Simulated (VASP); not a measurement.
These are PW91 GGA, VASP's PBE PAW potentials (set 64) (plane waves; VASP) values and carry that method's errors.

The input files of a VASP run:

### INCAR
```
ALGO = Normal
EDIFF = 1E-7
ENCUT = 520
GGA = 91
ISIF = 2
ISMEAR = 0
LASPH = .TRUE.
LCHARG = .FALSE.
LMAXMIX = 4
LREAL = .FALSE.
LWAVE = .FALSE.
NELM = 100
PREC = Accurate
SIGMA = 0.05
SYSTEM = MgSe
```

POSCAR:
```
MgSe
1
    0.0000000000     2.7795738916     2.7795738916
    2.7795738916     0.0000000000     2.7795738916
    2.7795738916     2.7795738916     0.0000000000
Mg Se
1 1
Direct
  0.0000000000   0.0000000000   0.0000000000
  0.5000000000   0.5000000000   0.5000000000
```

**KPOINTS**
```
Automatic mesh
0
Gamma
8 8 8
0 0 0
```

POTCAR, in this order: Mg Se (PBE.64 set). Program: vasp_std.

What will the output report for the number of irreducible k-points (NKPTS), largest plane-wave count, number of space-group operations, FFT grid (NGX, NGY, NGZ)?

```yaml
number of irreducible k-points (NKPTS): 29
largest_plane_wave_count: 1174
number_of_space_group_operations: 48
FFT grid (NGX, NGY, NGZ): 30 × 30 × 30
```

The compound is MgSe in the rock salt structure. This cell is one point of a volume scan, at 1.03 of the reference volume.
